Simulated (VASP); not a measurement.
PbI2 (space group P6_3mc): the band gap from VASP (plane waves, PAW) at several levels of theory. Gaps are without spin-orbit coupling. Each level names its cell: its own relaxed one, PBE's, or the starting one. A gap is the smallest over the k-mesh and a band path; hybrids may have named points in place of the path, and GW has the mesh alone.

| level | band gap (eV) |
|---|---|
| LDA (own cell) | 1.93 |
| PBEsol (own cell) | 2.16 |

The cell of the LDA (own cell) run:

PbI₂ is modelled in the hexagonal space group P6₃mc (No. 186), Pearson symbol hP6. Cell: a = 4.4565 Å, b = 4.4565 Å, c = 13.7260 Å, α = 90.00°, β = 90.00°, γ = 120.00°. Pb on 2b is surrounded by 6 I at 3.183 Å (octahedral). I1 on 2b sees 3 Pb at 3.184 Å (trigonal pyramidal). I2 on 2a is surrounded by 3 Pb at 3.183 Å (trigonal pyramidal). (Neighbours: up to the widest gap in distance over summed covalent radii, below 1.35, at either atom; cation-cation and far metal-metal contacts left out.)

Only levels that ran to the end are used. Left out are those held back, those with too coarse a band path, GW runs whose mesh misses a band edge, hybrids' fits of cells that aren't cubic and levels without matching references; a question may draw on a part of the rest.

The structure comes from a computed database's PbI2 entry (P6_3mc); how it stands against other phases isn't given here.
